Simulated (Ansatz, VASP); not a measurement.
# Cross-check of Al between VASP and Ansatz

Aim: how closely do two programs agree when they are given the same cell, functional and k mesh? The cell is taken from a series of runs on this material, whose earlier steps may have relaxed, scaled, displaced or heated it; both programs get it as it stands.

Program: Ansatz 0.2.0. Level of theory: plane waves, with VASP 6.6.1 beside it; single point at LDA. Results are calculated unless marked as measured.

### 1. Set-up

The cell holds 5 atoms: 5 Al. Its edges and angles: a = 2.857 Å, b = 2.857 Å, c = 21.080 Å, α = 90.0°, β = 90.0°, γ = 90.0°. It derives from Al. Vacuum lies along c.

### 2. Ansatz: single point, LDA

Ansatz runs on its PAW soft_1 files.

With cell and atoms fixed, the geometry can't cause a difference; cores, projectors, grids and the points listed under the comparison can.

Contents of input.yaml:

```yaml
crystal:
  lattice:
    - [2.02, 2.02, 0.0]
    - [-2.02, 2.02, 0.0]
    - [0.0, 0.0, 21.08]
  atoms:
    - { symbol: Al, position: [0.0, 0.0, 0.308349] }
    - { symbol: Al, position: [0.5, 0.5, 0.404175] }
    - { symbol: Al, position: [0.0, 0.0, 0.5] }
    - { symbol: Al, position: [0.5, 0.5, 0.595825] }
    - { symbol: Al, position: [0.0, 0.0, 0.691651] }
  periodic: [true, true, false]
kpoints:
  mp_grid: { grid: [6, 6, 1] }
hamiltonian:
  xc: lda
  pseudopotentials: { kind: paw, azcp: { folder: soft_1 }, xc_functional: pbe }
scf:
  occupations: { method: gaussian, width: 0.1 }
output:
  forces: true
  stress: true
  eigenvalues: true
```

Command:

```
> ansatz run input.yaml --threads 4 --pin off --max-ram 16384MiB --backend cpu --events-out ev --progress --plain --runs-dir out
```

Numbers of over 12 decimals in the logs are rounded to 6 here.

The log of the run:

```text
Warning: crystal.periodic: the lattice vector that does not repeat stood 0.000° off the slab's normal, 21.080 Å along it as the deck builds it. The run solves the slab on a vector along the normal, 39.960 Å long, with every atom where it was (on the deck's vector they left 13.00 Å outside them, and the widest stretch free of ions among them is 2.02 Å). A fractional position that the run reports is one of the run's ce [...]
crystal.periodic: the lattice vector that does not repeat stood 0.000° off the slab's normal, 21.080 Å along it as the deck builds it. The run solves the slab on a vector along the normal, 39.960 Å long, with every atom where it was (on the deck's vector they left 13.00 Å outside them, and the widest stretch free of ions among them is 2.02 Å). A fractional position that the run reports is one of the run's cell, which [...]
Engine: ansatz 0.2.0, aarch64-unknown-linux-gnu
Pseudopotentials: kind: paw
Pseudopotential: Al, paw, valence charge 3, recommended cutoff 420 eV (normal), soft_1/Al.paw.azcp
Functional definition: SPW92
  exchange = slater_x
  correlation = pw_c
Crystal: 5 atoms, lattice volume = 326.106 Å³
Basis set: ecut = 420 eV, 6377 PW (Γ)
Bands: 13, of which v1, the nominal top of the filled ones, is band 8 counted from 1 (7 counted from 0)
Symmetry: 16 space group operations
Space group: P4/mmm (ITA 123), of the structure as read, at distance tolerance 6.9e-5 Å
k-points: 10 of 36
Non-local potential: Al, projectors of the file, l = 0: 2, l = 1: 2, l = 2: 1
PAW form: soft (Blöchl's): semilocal exchange-correlation on the pseudo side does not see the compensation charge
PAW frozen core: Al, regenerated for the run's functional, and the local potential with it (the file was generated under x = pbe(κ = 0.804, μ = 0.219515), c = pbe(β = 0.066725))
PAW one-centre angular grid: Al, 110 points (default); XC on 64 Gauss nodes
Initial density: superposition of atomic densities (neutral atoms: chi_scale 0, normalization atom)
Initial wavefunctions: pseudopotential atomic-orbital guess
Functional: x = slater, c = lda
SCF iter   1: F=—  HF=-2564.179178 eV  |F-HF|=—  |Δ(HF+E_count)|=         —  Δρ=1.35e-2  dr2=6.27e0  ethr=3.10e-3  ⟨swp⟩=11.8  Hψ=1405  notcnv=0
preconditioner: auto → LDOS  [insulator: Δε(μ)=0.299 eV  Ē_g=6.828 eV  σ=0.100 eV  W_gap=0.53  n_scr=20 (ndim 8)  ℏωp=8.0 eV  f_vac=0.653  D(μ)=1.49/eV (n_scr^D=10)  ε∞_Penn≈2.4  β→1.0]
SCF iter   2: F=—  HF=-2563.273345 eV  |F-HF|=—  |Δ(HF+E_count)|=   9.06e-1  Δρ=4.14e-3  dr2=5.93e-2  ethr=3.10e-3  ⟨swp⟩=3.7  Hψ=333  notcnv=0  defer=7
SCF iter   3: F=—  HF=-2563.272114 eV  |F-HF|=—  |Δ(HF+E_count)|=   1.23e-3  Δρ=1.05e-3  dr2=2.12e-2  ethr=3.95e-4  ⟨swp⟩=3.2  Hψ=297  notcnv=0  defer=7
SCF iter   4: F=—  HF=-2563.270639 eV  |F-HF|=—  |Δ(HF+E_count)|=   1.47e-3  Δρ=3.13e-4  dr2=1.42e-3  ethr=1.41e-4  ⟨swp⟩=2.6  Hψ=196  notcnv=0  defer=7
SCF iter   5: F=—  HF=-2563.270558 eV  |F-HF|=—  |Δ(HF+E_count)|=   8.12e-5  Δρ=9.95e-5  dr2=6.51e-5  ethr=9.48e-6  ⟨swp⟩=2.4  Hψ=193  notcnv=0  defer=7
SCF iter   6: F=—  HF=-2563.270557 eV  |F-HF|=—  |Δ(HF+E_count)|=   1.13e-6  Δρ=2.97e-5  dr2=7.85e-6  ethr=4.34e-7  ⟨swp⟩=3.0  Hψ=238  notcnv=0  defer=7
SCF iter   7: F=—  HF=-2563.270559 eV  |F-HF|=—  |Δ(HF+E_count)|=   2.21e-6  Δρ=7.76e-6  dr2=6.22e-7  ethr=5.23e-8  ⟨swp⟩=1.8  Hψ=160  notcnv=0  defer=7
SCF iter   8: F=-2563.270560 eV  HF=-2563.270560 eV  |F-HF|=2.39e-8  |Δ(HF+E_count)|=   2.07e-7  Δρ=1.40e-6  dr2=1.19e-8  ethr=6.67e-10  ⟨swp⟩=25.2  Hψ=1251  notcnv=0
the search or the solves at the SCF's close seem to have found levels that the self-consistency loop had missed (the run counts 1). By its estimate they hold under 1e-12 electrons; where the run keeps them, the occupations were computed again with them
SCF 1 converged in 8 iterations: F = -2563.270560 eV  dr2 = 1.19e-8
  greatest PAW one-centre occupation: 0.489 electrons in one spin orbital (limit 2), on the Al atom at site 4 (counted from 0), in its partial waves of l = 0
SCF converged after 8 iterations
Free energy (F): -2563.270560 eV
Harris-Foulkes:  -2563.270560 eV  (|F-HF|=2.39e-8)
Internal energy: -2563.250527 eV  (E = F + TS)
E sigma→0 (E₀):  -2563.260543 eV
Entropy (-TS):   -0.020033 eV (-4.007 meV/atom)
Fermi energy:    -4.349178 eV
--- Per-component energies (eV) ---
  E_band       = -125.683518
  E_kinetic    = 108.126762
  E_local      = -16464.181440  (includes V_loc(G=0)·N_el)
  E_nonlocal   = 53.631828
  E_hartree    = 8169.650246
  E_xc         = -184.016631
  E_vxc        = -143.597851  (∫ρ·V_xc dr)
  E_paw        = -2225.791149  (= ΣΔE_a)
  E_vpaw       = -18.958308  (= ΣTr[D̂ρ^β])
  E_aug_tail   = -0.000020  (compensation charges beyond the density's cutoff)
  E_ewald      = 7979.051293
  E_core_change = 0.278583  (= ΣΔE_core)
  E_smearing   = -0.020033  (= −TS)
  E_closure    = -0.000000  (closes the sum)
  Σ components = -2563.270560   (vs F -2563.270560, Δ=0.00e0)
--- Forces (eV/Å), atoms counted from 1 ---
  atom   1  Al     0.00000000    -0.00000000     0.30358334
  atom   2  Al    -0.00000000     0.00000000    -0.07558187
  atom   3  Al    -0.00000000     0.00000000     0.00000000
  atom   4  Al     0.00000000     0.00000000     0.07558187
  atom   5  Al     0.00000000    -0.00000000    -0.30358334
  max |Σ_I F_I| component: 9.93e-23 eV/Å
--- 2D stress c σ (N/m, compression-positive) ---
       -5.133675       0.000000       0.000000
       -0.000000      -5.133675       0.000000
        0.000000       0.000000       0.000000
  P = ½ c Tr σ = -5.1337 N/m
--- Band table (eV; the first three rows and the last of 10) ---
  k-point 0: bands = [... 4 lower, -8.2283, -6.3541, -3.3106, -1.3011 (-1.3013°), -0.2666 (-0.2813°), 0.3039, 0.7502, 1.3219, ... 1 higher]
  k-point 1: bands = [... 4 lower, -7.7427, -5.8910, -3.1489, -2.7225, -2.1875, -0.7958 (-0.7959°), -0.7696 (-0.7696°), 0.2355, ... 1 higher]
  k-point 2: bands = [... 4 lower, -7.2275, -6.3322, -6.3082, -4.8815, -4.5250, -2.9679, -1.4621, -0.4702, ... 1 higher]
  k-point 9: bands = [... 4 lower, -5.5891, -5.5137, -4.8170, -4.5980, -4.5980, -4.3940, -3.2529, -3.0299, ... 1 higher]
  ° read free of the cell's end (the report's vacuum.weakly_bound_levels)
```

### 3. VASP: single point, LDA

The same cell, functional (in two slightly different forms), mesh and smearing now go to VASP, with its own data sets.

Lines of VASP's logs that name or quote its potential files are left out, and so is its time.

Contents of INCAR:

```
SYSTEM = Al
PREC = Accurate
ENCUT = 400
EDIFF = 1E-06
NELM = 120
ISMEAR = 0
SIGMA = 0.1
LREAL = .FALSE.
ALGO = Normal
GGA = PW92
NBANDS = 13
LORBIT = 11
LWAVE = .FALSE.
LCHARG = .FALSE.
ISIF = 2
LDIPOL = .TRUE.
IDIPOL = 3
DIPOL = 0.5 0.5 0.5
LVHAR = .TRUE.
LASPH = .TRUE.
GGA_COMPAT = .FALSE.
NELMDL = -8
KPAR = 2
```

Contents of POSCAR:

```
Al
1.0
    2.0200000000      2.0200000000      0.0000000000
   -2.0200000000      2.0200000000      0.0000000000
    0.0000000000      0.0000000000     21.0800000000
Al
5
Direct
    0.0000000000      0.0000000000      0.3083490000
    0.5000000000      0.5000000000      0.4041750000
    0.0000000000      0.0000000000      0.5000000000
    0.5000000000      0.5000000000      0.5958250000
    0.0000000000      0.0000000000      0.6916510000
```

Contents of KPOINTS:

```
Automatic mesh
0
Gamma
6 6 1
0 0 0
```

Potentials, in the order of the species: Al (LDA family, release 64).

Command:

```
> mpirun -np 2 vasp_std
```

The log of the run:

```text
[banner, memory and clock lines left out]
running    2 mpi-ranks, on    1 nodes
 distrk:  each k-point on    1 cores,    2 groups
 distr:  one band on    1 cores,    1 groups

 POSCAR found type information on POSCAR Al
 POSCAR found :  1 types and       5 ions
|                                                                             |
|               ----> ADVICE to this user running VASP <----                  |
|                                                                             |
|     You enforced a specific xc type in the INCAR file but a different       |
|     [... a line on the potential file left out ...]
|     I HOPE YOU KNOW WHAT YOU ARE DOING!                                     |
|                                                                             |

 LDA part: xc-table for (Slater(with rela. corr.)+PW92), standard interpolation
 POSCAR, INCAR and KPOINTS ok, starting setup
 FFT: planning ... GRIDC
 FFT: planning ... GRID_SOFT
 FFT: planning ... GRID
 WAVECAR not read
 entering main loop
       N       E                     dE             d eps       ncg     rms          rms(c)
DAV:   1     0.228619063469E+02    0.22862E+02   -0.39596E+03   260   0.647E+02
DAV:   2    -0.186446034800E+02   -0.41507E+02   -0.38460E+02   356   0.112E+02
DAV:   3    -0.205817558924E+02   -0.19372E+01   -0.18667E+01   348   0.236E+01
DAV:   4    -0.206487942244E+02   -0.67038E-01   -0.66986E-01   380   0.544E+00
DAV:   5    -0.206519512251E+02   -0.31570E-02   -0.31566E-02   412   0.109E+00
DAV:   6    -0.206520389512E+02   -0.87726E-04   -0.87726E-04   410   0.157E-01
DAV:   7    -0.206520434393E+02   -0.44881E-05   -0.44881E-05   410   0.284E-02
DAV:   8    -0.206520436376E+02   -0.19833E-06   -0.19823E-06   285   0.482E-03    0.330E+00
DAV:   9    -0.199782146814E+02    0.67383E+00   -0.19073E+00   288   0.696E+00    0.192E+00
DAV:  10    -0.198654724078E+02    0.11274E+00   -0.34282E-01   295   0.373E+00    0.112E+00
DAV:  11    -0.198152354034E+02    0.50237E-01   -0.19773E-01   295   0.193E+00    0.341E-01
DAV:  12    -0.198136024813E+02    0.16329E-02   -0.15968E-02   280   0.677E-01    0.195E-01
DAV:  13    -0.198116217051E+02    0.19808E-02   -0.21620E-03   311   0.239E-01    0.104E-01
DAV:  14    -0.198111052980E+02    0.51641E-03   -0.52649E-04   295   0.109E-01    0.299E-02
DAV:  15    -0.198110813189E+02    0.23979E-04   -0.19716E-04   273   0.607E-02    0.228E-02
DAV:  16    -0.198113244627E+02   -0.24314E-03   -0.73319E-04   275   0.926E-02    0.232E-02
DAV:  17    -0.198113757476E+02   -0.51285E-04   -0.89237E-05   308   0.461E-02    0.839E-03
DAV:  18    -0.198116218398E+02   -0.24609E-03   -0.21309E-05   298   0.182E-02    0.797E-03
DAV:  19    -0.198118422067E+02   -0.22037E-03   -0.31087E-05   270   0.178E-02    0.602E-03
DAV:  20    -0.198118799525E+02   -0.37746E-04   -0.21379E-06   266   0.658E-03    0.286E-03
DAV:  21    -0.198118980741E+02   -0.18122E-04   -0.29164E-06   249   0.713E-03    0.636E-04
DAV:  22    -0.198118995972E+02   -0.15231E-05   -0.17019E-07   229   0.234E-03    0.242E-04
DAV:  23    -0.198119002610E+02   -0.66386E-06   -0.38725E-08   199   0.111E-03
   1 F= -.19811900E+02 E0= -.19801826E+02  d E =-.201491E-01
```

OUTCAR, selected parts (step 3):

```text
ion  position               nearest neighbor table
   1  0.000  0.000  0.308-   2 2.86   2 2.86   2 2.86   2 2.86
   2  0.500  0.500  0.404-   3 2.86   3 2.86   3 2.86   3 2.86   1 2.86   1 2.86   1 2.86   1 2.86

  LATTYP: Found a simple tetragonal cell.
 ALAT       =     2.8567113960
 C/A-ratio  =     7.3791143304

 Subroutine GETGRP returns: Found 16 space group operations
 (whereof 16 operations were pure point group operations)

The static configuration has the point symmetry D_4h.

 Found     10 irreducible k-points:

   k-points           NKPTS =     10   k-points in BZ     NKDIM =     10   number of bands    NBANDS=     13

   dimension x,y,z NGX =    20 NGY =   20 NGZ =  140
   dimension x,y,z NGXF=    40 NGYF=   40 NGZF=  280

   ENCUT  =  400.0 eV  29.40 Ry    5.42 a.u.   4.66  4.66 34.38*2*pi/ulx,y,z

   NELECT =      15.0000    total number of electrons

 k-points in reciprocal lattice and weights: Automatic mesh
   0.00000000  0.00000000  0.00000000       0.028
   0.16666667  0.00000000  0.00000000       0.111
   0.33333333  0.00000000  0.00000000       0.111
   0.50000000  0.00000000  0.00000000       0.056
   0.16666667  0.16666667  0.00000000       0.111
   0.33333333  0.16666667  0.00000000       0.222
   0.50000000  0.16666667  0.00000000       0.111
   0.33333333  0.33333333  0.00000000       0.111
   0.50000000  0.33333333  0.00000000       0.111
   0.50000000  0.50000000  0.00000000       0.028

 dipolmoment           0.000000      0.000000     -0.000000 electrons x Angstroem

 average (electrostatic) potential at core
       1 -77.1028       2 -77.1595       3 -77.0941       4 -77.1595       5 -77.1028

 E-fermi :   1.4875

 k-point     1 :       0.0000    0.0000    0.0000
  band No.  band energies     occupation
    ...
      2      -8.2581      2.00000
      3      -6.7661      2.00000
      4      -4.8172      2.00000
      5      -2.3936      2.00000
      6      -0.5246      2.00000
      7       2.5282      0.00000
      8       4.5693      0.00000
      9       5.4416      0.00000
     10       7.1056      0.00000
     11       7.1927      0.00000
    ...

 k-point     2 :       0.1667    0.0000    0.0000
  band No.  band energies     occupation
    ...
      2      -7.7602      2.00000
      3      -6.2725      2.00000
      4      -4.3286      2.00000
      5      -1.9080      2.00000
      6      -0.0607      2.00000
      7       2.6885      0.00000
      8       3.1161      0.00000
      9       3.6531      0.00000
     10       5.0738      0.00000
     11       5.0740      0.00000
    ...

 k-point     3 :       0.3333    0.0000    0.0000
  band No.  band energies     occupation
    ...
      5      -1.3950      2.00000
      6      -0.4970      2.00000
      7      -0.4731      2.00000
      8       0.9552      2.00000
      9       1.3075      1.98911
     10       2.8701      0.00000
     11       4.3766      0.00000
     12       5.3699      0.00000
     13       6.4811      0.00000

  Total       -2.6127439     -2.6127439     -2.1223082      0.0000000      0.0000000      0.0000000
  in kB      -24.3334720    -24.3334720    -19.7658595      0.0000000      0.0000000      0.0000000
  external PRESSURE =     -22.8109345 kB  Pullay stress =       0.0000000 kB

  energy-cutoff  :      400.00
  volume of cell :      172.03
      direct lattice vectors                 reciprocal lattice vectors
     2.020000000  2.020000000  0.000000000     0.247524752  0.247524752  0.000000000
    -2.020000000  2.020000000  0.000000000    -0.247524752  0.247524752  0.000000000
     0.000000000  0.000000000 21.080000000     0.000000000  0.000000000  0.047438330

 POSITION                                       TOTAL-FORCE (eV/Angst)
 -----------------------------------------------------------------------------------
      0.00000      0.00000      6.50000         0.000000      0.000000      0.299441
      0.00000      2.02000      8.52001         0.000000      0.000000     -0.074935
      0.00000      0.00000     10.54000         0.000000     -0.000000      0.000000
      0.00000      2.02000     12.55999        -0.000000     -0.000000      0.074935
      0.00000      0.00000     14.58000        -0.000000     -0.000000     -0.299441
 -----------------------------------------------------------------------------------
    total drift:                                0.000000     -0.000000     -0.000000

  FREE ENERGIE OF THE ION-ELECTRON SYSTEM (eV)
  ---------------------------------------------------
  free  energy   TOTEN  =       -19.8119002610 eV

  energy  without entropy=      -19.7917512042  energy(sigma->0) =      -19.80182573

 vacuum level on the upper side and lower side of the slab         5.839         5.839

 total charge
# of ion       s       p       d       tot
------------------------------------------
    1        0.482   0.302   0.000   0.785
    2        0.439   0.345   0.000   0.783
    3        0.445   0.345   0.000   0.790
    4        0.439   0.345   0.000   0.783
    5        0.482   0.302   0.000   0.785
--------------------------------------------------
tot          2.286   1.639   0.000   3.925

[... 3 further parts left out ...]
```

The run ends at a pressure of -2.28 GPa, with forces up to 0.30 eV/Å.

### 4. Comparison

Known differences besides the potentials themselves: Ansatz cuts the interaction across the vacuum, VASP repeats the sheet with a dipole correction; the cutoff is 420 eV in Ansatz and 400 eV in VASP; VASP's log shows a relativistic correction to its local exchange, Ansatz's none. Total energies have different zeros and are not compared.

Forces (eV/Å; atoms numbered as in POSCAR):

| atom | Ansatz x, y, z | VASP x, y, z |
| --- | --- | --- |
| Al1 | 0.000, 0.000, 0.304 | 0.000, 0.000, 0.299 |
| Al2 | 0.000, 0.000, -0.076 | 0.000, 0.000, -0.075 |
| Al3 | 0.000, 0.000, 0.000 | 0.000, 0.000, 0.000 |
| Al4 | 0.000, 0.000, 0.076 | 0.000, 0.000, 0.075 |
| Al5 | 0.000, 0.000, -0.304 | 0.000, 0.000, -0.299 |

The forces differ by 1.5 meV/Å r.m.s., which is 1.4 % of the r.m.s. force of 0.113 eV/Å (both taken over all components). With vacuum in the cell, a pressure given here is an average over mostly empty space and none of the material.

### 5. Summary of results

| Item | Value |
| --- | --- |
| r.m.s. force difference (single point, LDA) | 1.5 meV/Å |

The r.m.s. force difference is 1.5 meV/Å (single point, LDA), within the 12 meV/Å picked in this series as the mark of a large difference. Such differences can come from data sets, numerical settings and the points named under the comparisons, not from the functional's error against experiment.

[Lines on the potential files, build, host, timing and source positions are cut from VASP's logs without a mark.]

[Logs are printed without paths, hosts, clocks, repeated set-up lines and the standing remarks that a program may print on its own settings, such as how far it seeks lower states.]

[Hosts, paths, dates, database ids (printed as entryN), source tags and the programs' standing remarks are cut or masked in the printed files.]
